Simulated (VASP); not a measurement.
# Be2ZnO3 (I-4m2) in VASP: a series of runs

One crystal, Be2ZnO3, is run at these levels: PBE; tasks: relaxation of cell and atoms.

Everything below comes from runs of VASP 6.6.1. Logs are shortened: lines on timing, memory, paths and dates and some standing lists are left out, and cuts for length are marked.

**1. Starting point**

Symmetry: I-4m2, No. 119, tetragonal system. Conventional cell: a = 2.860 Å, b = 2.860 Å, c = 12.586 Å, α = 90.00°, β = 90.00°, γ = 90.00°. Around Be (site symmetry 2mm) lie 4 O at 1.69 Å. Around Zn (site symmetry -4m2) lie 4 O at 1.97 Å. Around O (site symmetry 2mm) lie 2 Be at 1.69 Å. Around O (site symmetry -4m2) lie 4 Be at 1.69 Å.

The cell was built by a generator and needn't be a form met in nature.

**2. Relaxation of cell and atoms, PBE**

The input, INCAR:

```
SYSTEM = Be2ZnO3
PREC     = Accurate       ! precision mode
ENCUT    = 520            ! plane-wave cutoff, eV
EDIFF    = 1E-6           ! SCF threshold, eV
ISMEAR   = 0              ! smearing method
SIGMA    = 0.03           ! smearing width, eV
LREAL    = .FALSE.        ! projectors in reciprocal space
LASPH    = .TRUE.         ! aspherical terms in the spheres
NELM     = 120            ! most SCF steps
ALGO     = Normal         ! electronic algorithm
ISIF     = 3              ! what is computed and relaxed
LWAVE    = .FALSE.        ! write WAVECAR
LCHARG   = .FALSE.        ! write CHGCAR
GGA      = PE             ! functional
IBRION   = 2              ! ionic algorithm
NSW      = 90             ! ionic steps
EDIFFG   = -0.01          ! ionic threshold
KPAR     = 4
```

The input, KPOINTS:

```
Automatic mesh
0
G
  12 12 12
  0 0 0
```

The input, POSCAR:

```
Be2ZnO3
1.0
   -1.4300000000      1.4300000000      6.2930000000
    1.4300000000     -1.4300000000      6.2930000000
    1.4300000000      1.4300000000     -6.2930000000
Be Zn O
2 1 3
Direct
    0.3217861100      0.3217861100      0.0000000000
    0.6782138900      0.6782138900      0.0000000000
    0.0000000000      0.0000000000      0.0000000000
    0.8927379600      0.3927379600      0.5000000000
    0.6072620400      0.1072620400      0.5000000000
    0.2500000000      0.7500000000      0.5000000000
```

Potentials or basis: VASP PAW PBE potentials, release 64 (Be, Zn, O).

Command:

```sh
$ cat potpaw_PBE.64/Be/POTCAR potpaw_PBE.64/Zn/POTCAR potpaw_PBE.64/O/POTCAR > POTCAR
$ mpirun -np 4 vasp_std > vasp.out
```

OUTCAR:

```text
SYSTEM = Be2ZnO3
   PREC = Accurate
   ENCUT = 520
   EDIFF = 1E-6
   ISMEAR = 0
   LREAL = .FALSE.
   LASPH = .TRUE.
   NELM = 120
   ISIF = 3
   GGA = PE
   IBRION = 2
   NSW = 90
   EDIFFG = -0.01

 ion  position               nearest neighbor table
   1  0.322  0.322  0.000-   4 1.69   4 1.69   6 1.69   6 1.69
   2  0.678  0.678  0.000-   5 1.69   5 1.69   6 1.69   6 1.69
   3  0.000  0.000  0.000-   5 1.97   4 1.97   5 1.97   4 1.97
   4  0.893  0.393  0.500-   1 1.69   1 1.69   3 1.97   3 1.97
   5  0.607  0.107  0.500-   2 1.69   2 1.69   3 1.97   3 1.97
   6  0.250  0.750  0.500-   1 1.69   2 1.69   1 1.69   2 1.69

  LATTYP: Found a body centered tetragonal cell.
 ALAT       =     2.8600000000
 C/A-ratio  =     4.4006993007

  Lattice vectors:

 A1 = (  -1.4300000000,   1.4300000000,   6.2930000000)
 A2 = (   1.4300000000,  -1.4300000000,   6.2930000000)
 A3 = (   1.4300000000,   1.4300000000,  -6.2930000000)

Analysis of symmetry for initial positions (statically):
=====================================================================
 Subroutine PRICEL returns:
 Original cell was already a primitive cell.

 Routine SETGRP: Setting up the symmetry group for a
 body centered tetragonal supercell.

 Subroutine GETGRP returns: Found  8 space group operations
 (whereof  8 operations were pure point group operations)
 out of a pool of 16 trial point group operations.

The static configuration has the point symmetry D_2d.

Analysis of symmetry for dynamics (positions and initial velocities):
=====================================================================
 Subroutine PRICEL returns:
 Original cell was already a primitive cell.

 Routine SETGRP: Setting up the symmetry group for a
 body centered tetragonal supercell.

 Subroutine GETGRP returns: Found  8 space group operations
 (whereof  8 operations were pure point group operations)
 out of a pool of 16 trial point group operations.

The dynamic configuration has the point symmetry D_2d.

 Subroutine INISYM returns: Found  8 space group operations
 (whereof  8 operations are pure point group operations),
 and found     1 'primitive' translations

----------------------------------------------------------------------------------------

                                     Primitive cell

  volume of cell :      51.4742

  direct lattice vectors                    reciprocal lattice vectors
    -1.430000000  1.430000000  6.293000000     0.000000000  0.349650350  0.079453361
     1.430000000 -1.430000000  6.293000000     0.349650350  0.000000000  0.079453361
[... 101 lines left out ...]
   POTIM  = 0.5000    time-step for ionic-motion
   TEBEG  =    0.0;   TEEND  =   0.0 temperature during run
   PSTRESS=    0.0 pullay stress
   NELECT =      34.0000    total number of electrons
   NUPDOWN=      -1.0000    fix difference up-down
   EMIN   =  10.00;   EMAX   =-10.00  energy-range for DOS
   EFERMI =   0.00;   METHOD = LEGACY
   ISMEAR =     0;   SIGMA  =   0.03  broadening in eV -4-tet -1-fermi 0-gaus
   EFERMI_NEDOS =   21; number of points for ismear=-14 and -15
   IALGO  =     38    algorithm
   IMIX   =      4    mixing-type and parameters
     AMIX     =   0.40;   BMIX     =  1.00
     AMIX_MAG =   1.60;   BMIX_MAG =  1.00
  volume/ion in A,a.u.               =       8.58        57.89
  Fermi-wavevector in a.u.,A,eV,Ry     =   1.425732  2.694243 27.656719  2.032711
  Thomas-Fermi vector in A             =   2.546085
   LORBIT       =      0    0 simple, 1 ext, 2 COOP (PROOUT), +10 PAW based schemes
   GGA     = PE    functional components
   LHFCALC =     F    Hartree Fock is set to
   AEXX    =    0.0000 exact exchange contribution
   IVDW    =     0    specifies the selected vdW correction
   LEPSILON=     F    determine dielectric tensor
   LRPA    =     F    only Hartree local field effects (RPA)
 conjugate gradient relaxation of ions
 non-spin polarized calculation
 Gauss-broadening in eV      SIGMA  =   0.03
  energy-cutoff  :      520.00
  volume of cell :       51.47
 maximum number of plane-waves:      1411
 NGX is ok and might be reduce to    50
   NGX = 25   NGY = 25   NGZ = 25

--------------------------------------- Ionic step        1  -------------------------------------------

 number of electron      34.0000007 magnetization

 Free energy of the ion-electron system (eV)
  ---------------------------------------------------
  ext. energy  EPLUGINS =         0.00000000
  ---------------------------------------------------
  free energy    TOTEN  =       -36.82830574 eV

  energy without entropy =      -36.82830574  energy(sigma->0) =      -36.82830574

------------------------ aborting loop because EDIFF is reached ----------------------------------------

  FORCE on cell =-STRESS in cart. coord.  units (eV):
  Direction    XX          YY          ZZ          XY          YZ          ZX
  --------------------------------------------------------------------------------------
  -------------------------------------------------------------------------------------
  Total       -0.1963612     -0.1963612      0.2718204      0.0000000      0.0000000      0.0000000
  in kB       -6.1119045     -6.1119045      8.4606326      0.0000000      0.0000000      0.0000000
  external PRESSURE =      -1.2543922 kB  Pullay stress =       0.0000000 kB
[... 187 lines left out ...]
--------------------------------------- Ionic step        6  -------------------------------------------

 number of electron      34.0000001 magnetization

 Free energy of the ion-electron system (eV)
  ---------------------------------------------------
  ext. energy  EPLUGINS =         0.00000000
  ---------------------------------------------------
  free energy    TOTEN  =       -36.83024569 eV

  energy without entropy =      -36.83024569  energy(sigma->0) =      -36.83024569

 E-fermi :   2.9760     XC(G=0): -11.1779

 val. band max:        2.7983383460   @ k =   0.0000   0.0000   0.0000
 cond. band min:       5.8502327219   @ k =   0.0000   0.0000   0.0000
 fundamental gap:      3.0518943759
 Fermi energy:         2.9760188852

 k-point     1 :       0.0000    0.0000    0.0000
  band No.  band energies     occupation
      1     -15.8355      2.00000
      2     -14.8437      2.00000
      3     -14.2383      2.00000
      4      -3.1312      2.00000
      5      -3.0723      2.00000
      6      -2.3866      2.00000
[... 565 lines left out ...]
     20      13.1130      0.00000
     21      13.3340      0.00000

 [... further k-points ...]
[... 5 lines left out ...]
  --------------------------------------------------------------------------------------
  -------------------------------------------------------------------------------------
  Total       -0.0024696     -0.0024696      0.0034779      0.0000000      0.0000000      0.0000000
  in kB       -0.0769803     -0.0769803      0.1084096      0.0000000      0.0000000      0.0000000
  external PRESSURE =      -0.0151836 kB  Pullay stress =       0.0000000 kB
[... 21 lines left out ...]
  FREE ENERGIE OF THE ION-ELECTRON SYSTEM (eV)
  ---------------------------------------------------
  free  energy   TOTEN  =       -36.8302456898 eV

  energy  without entropy=      -36.8302456898  energy(sigma->0) =      -36.83024569

 reached required accuracy - stopping structural energy minimisation
```

OSZICAR:

```text
N       E                     dE             d eps       ncg     rms          rms(c)
DAV:   1     0.293738774252E+03    0.29374E+03   -0.17907E+04  6870   0.197E+03
DAV:   2    -0.114963386991E+02   -0.30524E+03   -0.28857E+03  7705   0.444E+02
DAV:   3    -0.408272836200E+02   -0.29331E+02   -0.29139E+02  8324   0.152E+02
DAV:   4    -0.414312191009E+02   -0.60394E+00   -0.60326E+00  8271   0.227E+01
[... 44 lines left out ...]
DAV:   1    -0.368303347906E+02   -0.12942E-03   -0.68030E-03  6861   0.749E-01    0.760E-02
DAV:   2    -0.368302726630E+02    0.62128E-04   -0.20104E-04  8473   0.281E-01    0.420E-02
DAV:   3    -0.368302486398E+02    0.24023E-04   -0.23198E-05  9322   0.830E-02    0.146E-02
DAV:   4    -0.368302457531E+02    0.28867E-05   -0.68233E-06  8263   0.389E-02    0.303E-03
DAV:   5    -0.368302456898E+02    0.63287E-07   -0.99645E-07  4151   0.130E-02
   6 F= -.36830246E+02 E0= -.36830246E+02  d E =-.404477E-04
```

Run time: 4.7 min. Hardware: 4 MPI ranks of Intel Xeon 6975P-C (Granite Rapids), shared host; peak memory 0.49 GiB.

What came out:

* Free energy: -36.8302 eV
* Relaxed volume: 8.57 Å³/atom
* Relaxed cell: a = 6.651 Å, b = 6.651 Å, c = 6.651 Å, α = 155.28°, β = 155.28°, γ = 35.25°
* Space group after relaxing (to 0.05 Å): I-4m2 (No. 119)
* Energy gained by relaxing: 0.3 meV/atom
* Ionic steps: 6
* Pressure after relaxing: 0.0 GPa
* Largest force after relaxing: 0.006 eV/Å
* Band gap on the k mesh: 3.05 eV, direct

Forces on the atoms (eV/Å):
```
Be   0.000  0.000  0.006
Be   0.000  0.000 -0.006
Zn   0.000  0.000  0.000
O    0.000  0.000 -0.001
O    0.000  0.000  0.001
O    0.000  0.000  0.000
```

The path:
```tsv
step	energy change (eV)	largest force (eV/Å)	pressure (GPa)	volume (Å³)
1	0.0000	0.0308	-0.13	51.47
2	-0.0010	0.0222	0.02	51.42
3	-0.0015	0.0627	0.13	51.38
4	-0.0019	0.0252	-0.08	51.41
5	-0.0019	0.0206	-0.04	51.41
6	-0.0019	0.0057	0.00	51.40
```

Final structure:
```
CELL_PARAMETERS angstrom
-1.42383 1.42383 6.33842
1.42383 -1.42383 6.33842
1.42383 1.42383 -6.33842
ATOMIC_POSITIONS crystal
Be 0.32198 0.32198 0.00000
Be 0.67802 0.67802 0.00000
Zn 0.00000 0.00000 0.00000
O 0.89283 0.39283 0.50000
O 0.60717 0.10717 0.50000
O 0.25000 0.75000 0.50000
```

Levels at points of the mesh, in eV from the valence-band top:
| k point | band 13 | band 14 | band 15 | band 16 | band 17 | band 18 | band 19 | band 20 | band 21 |
| --- | --- | --- | --- | --- | --- | --- | --- | --- | --- |
| (0.00, 0.00, 0.00) | -1.97 | -1.97 | -0.87 | 0.00 | 0.00 | 3.05 | 6.89 | 7.12 | 10.94 |
| (0.50, 0.00, 0.00) | -2.04 | -1.82 | -1.79 | -1.12 | -0.17 | 6.49 | 6.59 | 10.72 | 10.81 |
| (0.50, 0.50, 0.00) | -3.10 | -2.73 | -2.44 | -2.41 | -2.24 | 5.80 | 7.11 | 8.39 | 9.83 |
| (0.50, 0.50, 0.50) | -2.01 | -1.46 | -1.46 | -0.24 | -0.24 | 4.00 | 6.20 | 7.16 | 10.99 |

A k mesh can miss the band edges. As with any semilocal functional, this PBE gap is likely too small.

(Part 1 of 2 ends here.)
